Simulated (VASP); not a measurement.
VASP input:

**KPOINTS**
```
Automatic mesh
0
Gamma
13 13 13
0 0 0
```

### POSCAR
```
CuZn
1
    2.8524058163     0.0000000000     0.0000000000
    0.0000000000     2.8524058163     0.0000000000
    0.0000000000     0.0000000000     2.8524058163
Zn Cu
1 1
Direct
  0.5000000000   0.5000000000   0.5000000000
  0.0000000000   0.0000000000   0.0000000000
```

### INCAR
```
SYSTEM  =  CuZn
PREC  =  Accurate; ENCUT  =  500; LREAL  =  .FALSE.
LASPH  =  .TRUE.
EDIFF  =  1E-6; NELM  =  100; ALGO  =  Normal
LMAXMIX  =  4
ISMEAR  =  1; SIGMA  =  0.1
GGA  =  PS
IBRION  =  2; NSW  =  40; ISIF  =  3
EDIFFG  =  -0.02; PSTRESS  =  100
LWAVE  =  .FALSE.; LCHARG  =  .FALSE.
```

POTCAR, in this order: Zn Cu (PBE.64 set). Program: vasp_std.

Question: Write an equivalent input for Ansatz.

Answer: One equivalent input (not run):
Ansatz 0.2 input:
```yaml
crystal:
  lattice:
    - [2.8524058, 0.0000000, 0.0000000]
    - [0.0000000, 2.8524058, 0.0000000]
    - [0.0000000, 0.0000000, 2.8524058]
  atoms:
    - { symbol: Zn, position: [0.5000000, 0.5000000, 0.5000000] }
    - { symbol: Cu, position: [0.0000000, 0.0000000, 0.0000000] }
kpoints:
  mp_grid: { grid: [13, 13, 13] }
hamiltonian:
  xc: pbesol
  pseudopotentials: { kind: paw }
scf:
  occupations: { method: methfessel_paxton, width: 0.1 }
  max_iter: 100
relax:
  max_steps: 40
  f_tol: 0.02
  cell: { p_target: 10 }
output: { forces: true, stress: true, eigenvalues: true }
```
What does not carry over: each code has its own PAW files, so the cut-off isn't converted (ENCUT is set for VASP's; basis.ecutwfc is left out, and Ansatz then takes the one that its files recommend); Ansatz stops its SCF on the density residual and VASP on the energy change (EDIFF).

The compound is CuZn in the CsCl type structure. It was relaxed first under an external pressure of 10 GPa.
